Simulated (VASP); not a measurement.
These are optB88-vdW, VASP's PBE PAW potentials (set 64) (plane waves; VASP 6.6.1) values and carry that method's errors.

A VASP calculation is set up with these files.

### KPOINTS
```
Automatic mesh
0
Gamma
13 13 13
0 0 0
```

INCAR:
```
SYSTEM = ZrC
PREC = Accurate; ENCUT = 520; LREAL = .FALSE.
LASPH = .TRUE.
EDIFF = 1E-7; NELM = 100; ALGO = Normal
LMAXMIX = 4
ISMEAR = 1; SIGMA = 0.1
GGA = BO; LUSE_VDW = .TRUE.; AGGAC = 0.0
PARAM1 = 0.1833333333; PARAM2 = 0.22
ISIF = 2
LWAVE = .FALSE.; LCHARG = .FALSE.
```

**POSCAR**
```
ZrC
1
    0.0000000000     2.3332179266     2.3332179266
    2.3332179266     0.0000000000     2.3332179266
    2.3332179266     2.3332179266     0.0000000000
Zr C
1 1
Direct
  0.0000000000   0.0000000000   0.0000000000
  0.5000000000   0.5000000000   0.5000000000
```

POTCAR, in this order: Zr_sv C (PBE.64 set). Program: vasp_std.

Output

File OUTCAR:
```
 ion  position               nearest neighbor table
   1  0.000  0.000  0.000-   2 2.33   2 2.33   2 2.33   2 2.33   2 2.33   2 2.33
   2  0.500  0.500  0.500-   1 2.33   1 2.33   1 2.33   1 2.33   1 2.33   1 2.33
  LATTYP: Found a face centered cubic cell.
 ALAT       =     4.6664358532
 Subroutine PRICEL returns:
 Original cell was already a primitive cell.
 Subroutine GETGRP returns: Found 48 space group operations
The static configuration has the point symmetry O_h .
The dynamic configuration has the point symmetry O_h .
 Subroutine INISYM returns: Found 48 space group operations
 Subroutine IBZKPT returns following result:
 Found     84 irreducible k-points:

 Following reciprocal coordinates:
            Coordinates               Weight
  0.000000  0.000000  0.000000      1.000000
  0.076923  0.000000  0.000000      8.000000
  0.153846  0.000000  0.000000      8.000000
  0.230769  0.000000  0.000000      8.000000
  0.307692  0.000000  0.000000      8.000000
  0.384615  0.000000  0.000000      8.000000
  0.461538  0.000000  0.000000      8.000000
  0.076923  0.076923  0.000000      6.000000
  0.153846  0.076923  0.000000     24.000000
  0.230769  0.076923  0.000000     24.000000
  0.307692  0.076923  0.000000     24.000000
  0.384615  0.076923  0.000000     24.000000
  0.461538  0.076923  0.000000     24.000000
 -0.461538  0.076923  0.000000     24.000000
 -0.384615  0.076923  0.000000     24.000000
 -0.307692  0.076923  0.000000     24.000000
 -0.230769  0.076923  0.000000     24.000000
 -0.153846  0.076923  0.000000     24.000000
 -0.076923  0.076923  0.000000     12.000000
  0.153846  0.153846  0.000000      6.000000
  0.230769  0.153846  0.000000     24.000000
  0.307692  0.153846  0.000000     24.000000
  0.384615  0.153846  0.000000     24.000000
  0.461538  0.153846  0.000000     24.000000
 -0.461538  0.153846  0.000000     24.000000
 -0.384615  0.153846  0.000000     24.000000
 -0.307692  0.153846  0.000000     24.000000
 -0.230769  0.153846  0.000000     24.000000
 -0.153846  0.153846  0.000000     12.000000
  0.230769  0.230769  0.000000      6.000000
  0.307692  0.230769  0.000000     24.000000
  0.384615  0.230769  0.000000     24.000000
  0.461538  0.230769  0.000000     24.000000
 -0.461538  0.230769  0.000000     24.000000
 -0.384615  0.230769  0.000000     24.000000
 -0.307692  0.230769  0.000000     24.000000
 -0.230769  0.230769  0.000000     12.000000
  0.307692  0.307692  0.000000      6.000000
  0.384615  0.307692  0.000000     24.000000
  0.461538  0.307692  0.000000     24.000000
   k-points           NKPTS =     84   k-points in BZ     NKDIM =     84   number of bands    NBANDS=     12
   number of dos      NEDOS =    301   number of ions     NIONS =      2
   total plane-waves  NPLWV =  21952
   dimension x,y,z NGX =    28 NGY =   28 NGZ =   28
   dimension x,y,z NGXF=    56 NGYF=   56 NGZF=   56
   ions per type =               1   1
   PREC   = accura    normal or accurate (medium, high low for compatibility)
   ISTART =      0    job   : 0-new  1-cont  2-samecut
   ICHARG =      2    charge: 1-file 2-atom 10-const
   ISPIN  =      1    spin polarized calculation?
   LNONCOLLINEAR =      F non collinear calculations
   LSORBIT =      F    spin-orbit coupling
   INIWAV =      1    electr: 0-lowe 1-rand  2-diag
   ENCUT  =  520.0 eV  38.22 Ry    6.18 a.u.   6.14  6.14  6.14*2*pi/ulx,y,z
   NELM   =    100;   NELMIN=  2; NELMDL= -5     # of ELM steps
   EDIFF  = 0.1E-06   stopping-criterion for ELM
   LREAL  =      F    real-space projection
   NLSPLINE    = F    spline interpolate recip. space projectors
   LMAXMIX     =    4 max onsite mixed and CHGCAR
...
```

File OSZICAR:
```
       N       E                     dE             d eps       ncg     rms          rms(c)
DAV:   1     0.117003130087E+03    0.11700E+03   -0.91449E+03  2016   0.135E+03
DAV:   2    -0.133900360959E+02   -0.13039E+03   -0.12305E+03  2356   0.337E+02
DAV:   3    -0.192386088091E+02   -0.58486E+01   -0.57214E+01  2892   0.651E+01
DAV:   4    -0.194842001070E+02   -0.24559E+00   -0.24546E+00  2664   0.126E+01
DAV:   5    -0.194901845963E+02   -0.59845E-02   -0.59841E-02  2876   0.172E+00    0.219E+01
DAV:   6    -0.158692093420E+02    0.36210E+01   -0.18666E+01  2272   0.298E+01    0.824E+00
DAV:   7    -0.157198959094E+02    0.14931E+00   -0.87683E-01  2312   0.775E+00    0.630E+00
DAV:   8    -0.157212584046E+02   -0.13625E-02   -0.14218E-01  2196   0.358E+00    0.199E+00
DAV:   9    -0.157151443400E+02    0.61141E-02   -0.32955E-02  2420   0.123E+00    0.418E-01
DAV:  10    -0.157158223131E+02   -0.67797E-03   -0.22312E-03  2376   0.586E-01    0.431E-01
DAV:  11    -0.157155959426E+02    0.22637E-03   -0.69675E-04  2204   0.215E-01    0.197E-02
DAV:  12    -0.157155949979E+02    0.94473E-06   -0.21152E-05  2808   0.432E-02    0.802E-03
DAV:  13    -0.157155943822E+02    0.61570E-06   -0.12110E-06  2728   0.986E-03    0.135E-03
DAV:  14    -0.157155944042E+02   -0.22025E-07   -0.22158E-08  1260   0.186E-03
   1 F= -.15715594E+02 E0= -.15715548E+02  d E =-.140705E-03
```

File OUTCAR:
```
------------------------ aborting loop because EDIFF is reached ----------------------------------------
  FORCE on cell =-STRESS in cart. coord.  units (eV):
  Direction    XX          YY          ZZ          XY          YZ          ZX
  --------------------------------------------------------------------------------------
  Total        1.1429027      1.1429027      1.1429027      0.0000000      0.0000000     -0.0000000
  in kB       72.0815224     72.0815224     72.0815224      0.0000000      0.0000000     -0.0000000
  external PRESSURE =      72.0815224 kB  Pullay stress =       0.0000000 kB
  volume of cell :       25.40
      direct lattice vectors                 reciprocal lattice vectors
     0.000000000  2.333217927  2.333217927    -0.214296313  0.214296313  0.214296313
     2.333217927  0.000000000  2.333217927     0.214296313 -0.214296313  0.214296313
     2.333217927  2.333217927  0.000000000     0.214296313  0.214296313 -0.214296313
 POSITION                                       TOTAL-FORCE (eV/Angst)
 -----------------------------------------------------------------------------------
      0.00000      0.00000      0.00000         0.000000      0.000000      0.000000
      2.33322      2.33322      2.33322        -0.000000     -0.000000     -0.000000
 -----------------------------------------------------------------------------------
    total drift:                                0.000000      0.000000      0.000000
  FREE ENERGIE OF THE ION-ELECTRON SYSTEM (eV)
  ---------------------------------------------------
  free  energy   TOTEN  =       -15.7155944042 eV

  energy  without entropy=      -15.7154536996  energy(sigma->0) =      -15.71554750
```
(Selected blocks of OUTCAR.)

File OUTCAR:
```
 val. band max:        9.8501488042   @ k =   0.4615   0.4615   0.0000

 cond. band min:       9.9214841492   @ k =   0.3077   0.2308   0.0000


 Fermi energy:         9.8524127183

 k-point     1 :       0.0000    0.0000    0.0000
  band No.  band energies     occupation
      1     -38.3416      2.00000
      2     -16.0333      2.00000
      3     -16.0333      2.00000
      4     -16.0333      2.00000
      5      -1.5172      2.00000
      6      10.7132     -0.00000
      7      10.7132     -0.00000
      8      10.7132     -0.00000
      9      10.8933     -0.00000
     10      10.8933     -0.00000
     11      10.8933     -0.00000
     12      12.6610      0.00000

 k-point     2 :       0.0769    0.0000    0.0000
  band No.  band energies     occupation
      1     -38.3354      2.00000
      2     -16.0894      2.00000
      3     -16.0381      2.00000
      4     -16.0381      2.00000
      5      -1.3795      2.00000
      6       9.7675      2.00335
      7       9.9917     -0.06406
      8       9.9917     -0.06406
      9      11.1652     -0.00000
     10      11.1652     -0.00000
     11      11.5491     -0.00000
     12      13.3938      0.00000

 k-point     3 :       0.1538    0.0000    0.0000
  band No.  band energies     occupation
      1     -38.3180      2.00000
      2     -16.2415      2.00000
      3     -16.0514      2.00000
      4     -16.0514      2.00000
      5      -0.9882      2.00000
      6       8.5700      2.00000
      7       9.0240      2.00000
      8       9.0240      2.00000
      9      11.5819     -0.00000
     10      11.5819     -0.00000
     11      12.0510      0.00000
     12      14.7715      0.00000

 k-point     4 :       0.2308    0.0000    0.0000
  band No.  band energies     occupation
      1     -38.2935      2.00000
      2     -16.4490      2.00000
      3     -16.0701      2.00000
      4     -16.0701      2.00000
      5      -0.4011      2.00000
      6       7.3490      2.00000
...
```

The compound is ZrC in the rock salt structure. This cell is one point of a volume scan, at 0.97 of the reference volume.
